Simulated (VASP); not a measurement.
An input for Ansatz (written as the equivalent of a VASP run, and not itself run):

Ansatz 0.2 input:
```yaml
crystal:
  lattice:
    - [2.7975383, 0.0000000, 0.0000000]
    - [0.0000000, 2.7975383, 0.0000000]
    - [0.0000000, 0.0000000, 4.0239800]
  atoms:
    - { symbol: Ti, position: [0.0000000, 0.0000000, 0.0000000] }
    - { symbol: Al, position: [0.5000000, 0.5000000, 0.5000000] }
kpoints:
  mp_grid: { grid: [12, 12, 8] }
hamiltonian:
  xc: pbesol
  pseudopotentials: { kind: paw }
scf:
  occupations: { method: methfessel_paxton, width: 0.1 }
  max_iter: 100
relax:
  max_steps: 40
  f_tol: 0.01
  cell: { p_target: 2 }
output: { forces: true, stress: true, eigenvalues: true }
```

Write the VASP files for the same calculation (PBEsol).

One answer among several that fit: 
File KPOINTS:
```
Automatic
0
Gamma
 12 12 8
0 0 0
```

### INCAR
```
SYSTEM = TiAl
PREC = Accurate; ENCUT = 480; LREAL = F
LASPH = T
EDIFF = 1E-7; NELM = 100; ALGO = Normal
LMAXMIX = 4
ISMEAR = 1; SIGMA = 0.1
GGA = PS
IBRION = 2; NSW = 40; ISIF = 3
EDIFFG = -0.01; PSTRESS = 20
LWAVE = F; LCHARG = F
```

File POSCAR:
```
TiAl
1
    2.7975382944     0.0000000000     0.0000000000
    0.0000000000     2.7975382944     0.0000000000
    0.0000000000     0.0000000000     4.0239800413
Ti Al
1 1
Direct
  0.0000000000   0.0000000000   0.0000000000
  0.5000000000   0.5000000000   0.5000000000
```

POTCAR, in this order: Ti_sv Al (PBE.64 set). Program: vasp_std.

What does not carry over: each code has its own PAW files, so the cut-off isn't converted (ENCUT is set for VASP's; basis.ecutwfc is left out, and Ansatz then takes the one that its files recommend); Ansatz stops its SCF on the density residual and VASP on the energy change (EDIFF).

The compound is TiAl in the L1_0 structure. This run relaxes it under an external pressure of 2 GPa. Symmetry was kept, so distortions that lower it aren't found.
